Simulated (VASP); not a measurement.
Consider the following.

```xyz
2
Lattice="0.0000 1.8101 1.8101 1.8101 0.0000 1.8101 1.8101 1.8101 0.0000" Properties=species:S:1:pos:R:3 pbc="T T T"
B      0.0000     0.0000     0.0000
N      0.9051     0.9051     0.9051
```

The numbers are results of revTPSS meta-GGA, VASP's PBE PAW potentials (set 64) (plane waves; VASP 6.6.1), not measurements. Run with 520 eV cut-off, 12×12×12 Γ-centred mesh, Gaussian smearing of 0.050 eV, potentials B N.

Q: Give the energy at these volumes per atom, relative to the lowest: 5.57, 5.75, 5.93, 6.10, 6.28 Å³.

A: 28.6, 7.0, 0.0, 5.6, 22.3 meV/atom. A third-order Birch-Murnaghan fit gives B0 = 378 GPa and B0′ = 3.7.

Measured: bulk modulus 410 GPa at 0 K (computed value off by -7.8 %), as given by Daniel Mejia-Rodriguez et al., Physical Review B (2018), arXiv:1807.09216 [0 K value with the zero-point phonon effect removed]; a 3.593 Å at 0 K (computed value off by +0.8 %), as given by Tamar Goldzak et al., The Journal of Chemical Physics (2022), arXiv:2208.04865 [corrected for zero-point motion].

The compound is BN in the zinc blende structure. It was relaxed first.
